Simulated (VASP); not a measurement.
Crystal: InSb.

```
In Sb
1.0
     0.00000    3.26032    3.26032
     3.26032    0.00000    3.26032
     3.26032    3.26032    0.00000
In Sb
1 1
Cartesian
  0.0000 0.0000 0.0000
  1.6302 1.6302 1.6302
```

Base run:

```yaml
Program: VASP 6.6.1
Functional: LDA
Potentials_or_basis: VASP PAW LDA potentials, release 64 (In_d, Sb)
Cutoff: 520 eV
k_mesh: 10 × 10 × 10
Occupations: gaussian, width 0.03 eV
Spin: no spin polarisation
```

Its results: pressure -1.3 GPa.

Q: The run is repeated on the same cell with these changes: functional from LDA to PBEsol; potentials or basis from VASP PAW LDA potentials, release 64 (In_d, Sb) to VASP PAW PBE potentials, release 64 (In_d, Sb). What comes out?

A: Pressure 0.0 GPa.

Caveats: the PAW data sets were made with another functional, which shifts forces and pressure a little (some runs).
